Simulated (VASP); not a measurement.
All values below come from PBE GGA, VASP's PBE PAW potentials (set 64) (plane waves; VASP).

A VASP calculation is set up with these files.

**INCAR**
```
! general
SYSTEM   =  Os
PREC     =  Accurate
ENCUT    =  520   ! plane-wave cut-off (eV)
LREAL    =  .FALSE.   ! projection in real space or not
LASPH    =  .TRUE.

! electronic loop
EDIFF    =  1E-7
NELM     =  100
ALGO     =  Normal
LMAXMIX  =  6   ! l cut-off of mixed one-centre charges

! smearing
ISMEAR   =  1   ! Methfessel-Paxton
SIGMA    =  0.1   ! width (eV)

! functional
GGA      =  PE   ! PBE

! ions
IBRION   =  2
NSW      =  30
ISIF     =  4
EDIFFG   =  -0.01   ! ionic stop

! output
LWAVE    =  .FALSE.
LCHARG   =  .FALSE.
```

KPOINTS:
```
K-points
0
Gamma
 15 15 9
```

### POSCAR
```
Os
1.0
  1.3495295555  -2.3374534016   0.0000000000
  1.3495295555   2.3374534016   0.0000000000
  0.0000000000   0.0000000000   4.2528992924
Os
2
direct
  0.3333330000   0.6666670000   0.2500000000
  0.6666670000   0.3333330000   0.7500000000
```

POTCAR, in this order: Os (PBE.64 set). Program: vasp_std.

The resulting files:

**OSZICAR**
```
       N       E                     dE             d eps       ncg     rms          rms(c)
DAV:   1     0.110319727134E+03    0.11032E+03   -0.77404E+03  3240   0.129E+03
DAV:   2    -0.163563130358E+02   -0.12668E+03   -0.11426E+03  3428   0.408E+02
DAV:   3    -0.235330496579E+02   -0.71767E+01   -0.66408E+01  3888   0.810E+01
DAV:   4    -0.236930618911E+02   -0.16001E+00   -0.15873E+00  3492   0.127E+01
DAV:   5    -0.236947752008E+02   -0.17133E-02   -0.17129E-02  3720   0.108E+00    0.257E+01
DAV:   6    -0.226925726299E+02    0.10022E+01   -0.95329E-01  3516   0.905E+00    0.124E+01
DAV:   7    -0.223631684336E+02    0.32940E+00   -0.78305E-01  3644   0.806E+00    0.529E-01
DAV:   8    -0.223569518195E+02    0.62166E-02   -0.83810E-03  3336   0.800E-01    0.290E-01
DAV:   9    -0.223556007451E+02    0.13511E-02   -0.12390E-03  3488   0.428E-01    0.446E-02
DAV:  10    -0.223556264184E+02   -0.25673E-04   -0.40079E-05  3664   0.588E-02    0.123E-02
DAV:  11    -0.223556025430E+02    0.23875E-04   -0.49690E-06  3356   0.283E-02    0.983E-04
DAV:  12    -0.223556017936E+02    0.74940E-06   -0.99166E-08  2292   0.381E-03    0.106E-03
DAV:  13    -0.223556016692E+02    0.12446E-06   -0.10287E-08  1692   0.111E-03    0.262E-04
DAV:  14    -0.223556016432E+02    0.25948E-07   -0.38287E-09  1696   0.925E-04
   1 F= -.22355602E+02 E0= -.22355927E+02  d E =-.223556E+02
       N       E                     dE             d eps       ncg     rms          rms(c)
DAV:   1    -0.223629893698E+02   -0.73877E-02   -0.95196E-01  3296   0.862E+00    0.514E-01
DAV:   2    -0.223542958055E+02    0.86936E-02   -0.10872E-02  3932   0.140E+00    0.266E-01
DAV:   3    -0.223515163507E+02    0.27795E-02   -0.50032E-03  3584   0.620E-01    0.534E-02
DAV:   4    -0.223515339530E+02   -0.17602E-04   -0.33022E-04  3392   0.238E-01    0.253E-02
DAV:   5    -0.223515309297E+02    0.30234E-05   -0.39935E-06  3928   0.210E-02    0.831E-03
DAV:   6    -0.223515308594E+02    0.70232E-07   -0.29401E-07  2984   0.809E-03
   2 F= -.22351531E+02 E0= -.22351578E+02  d E =0.407078E-02
       N       E                     dE             d eps       ncg     rms          rms(c)
DAV:   1    -0.223620330796E+02   -0.10502E-01   -0.43759E-01  3300   0.586E+00    0.347E-01
DAV:   2    -0.223581210042E+02    0.39121E-02   -0.49240E-03  3904   0.941E-01    0.180E-01
DAV:   3    -0.223568478978E+02    0.12731E-02   -0.23160E-03  3592   0.421E-01    0.344E-02
DAV:   4    -0.223568553152E+02   -0.74175E-05   -0.15153E-04  3364   0.162E-01    0.178E-02
DAV:   5    -0.223568532280E+02    0.20872E-05   -0.19837E-06  3908   0.146E-02    0.565E-03
DAV:   6    -0.223568529118E+02    0.31622E-06   -0.16603E-07  2292   0.610E-03    0.105E-03
DAV:   7    -0.223568529078E+02    0.39447E-08   -0.23331E-08  1676   0.215E-03
   3 F= -.22356853E+02 E0= -.22357115E+02  d E =-.125126E-02
```

**OUTCAR**
```
------------------------ aborting loop because EDIFF is reached ----------------------------------------
  FORCE on cell =-STRESS in cart. coord.  units (eV):
  Direction    XX          YY          ZZ          XY          YZ          ZX
  --------------------------------------------------------------------------------------
  Total        4.8714443      4.8714427      4.8679905      0.0000000      0.0000000      0.0000000
  in kB      290.8893798    290.8892851    290.6831420      0.0000000      0.0000000      0.0000000
  external PRESSURE =     290.8206023 kB  Pullay stress =       0.0000000 kB
  volume of cell :       26.83
      direct lattice vectors                 reciprocal lattice vectors
     1.347086667 -2.333222170 -0.000000000     0.371171367 -0.214295924 -0.000000000
     1.347086667  2.333222170  0.000000000     0.371171367  0.214295924 -0.000000000
     0.000000000 -0.000000000  4.268338255     0.000000000 -0.000000000  0.234283213
 POSITION                                       TOTAL-FORCE (eV/Angst)
 -----------------------------------------------------------------------------------
      1.34709      0.77774      1.06708        -0.000000      0.000000      0.000000
      1.34709     -0.77774      3.20125         0.000000     -0.000000      0.000000
 -----------------------------------------------------------------------------------
    total drift:                                0.000000      0.000017     -0.000020
  FREE ENERGIE OF THE ION-ELECTRON SYSTEM (eV)
  ---------------------------------------------------
  free  energy   TOTEN  =       -22.3568529078 eV

  energy  without entropy=      -22.3576393256  energy(sigma->0) =      -22.35711505

 reached required accuracy - stopping structural energy minimisation
```
(Selected blocks of OUTCAR.)

CONTCAR:
```
Os
   1.00000000000000
     1.3470866670560244   -2.3332221696015076   -0.0000000000000000
     1.3470866670560244    2.3332221696015076    0.0000000000000000
     0.0000000000000000   -0.0000000000000000    4.2683382553841929
  Os
     2
Direct
     0.3333330000000032    0.6666669999999968    0.2500000000000000
     0.6666669999999968    0.3333330000000032    0.7500000000000000
```

The compound is Os in the hcp structure. This cell is one point of a volume scan, at 0.94 of the reference volume. Symmetry was kept, so distortions that lower it aren't found.
